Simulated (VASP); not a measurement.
Runs of VASP 6.6.1 on AlCl3. The cell holds a molecule in a box, 4 atoms: a = 13.592 Å, b = 14.092 Å, c = 14.592 Å, α = 90.00°, β = 90.00°, γ = 90.00°. 

```csv
task,level,cell,atoms held fixed (from 0),gap on the mesh (eV),largest force (eV/Å)
single point,RPBE,as given,-,5.72,(a)
single point,RPBE+D3(BJ),as given,-,5.72,0.03
single point,PBE,as given,-,5.65,0.05
relaxation of the atoms,PBE+D3(BJ),atoms relaxed,[0],5.65,-
```

Alike in all rows: potentials or basis VASP PAW PBE potentials, release 64 (Al, Cl); no spin polarisation; k mesh 1 × 1 × 1; cutoff (eV) 400; smearing gaussian 0.01 eV.

**Question.** Estimate the missing entries.

**Answer.** (a) 0.23.

Caveats: the PAW data sets were made with another functional, which shifts forces and pressure a little (some runs).

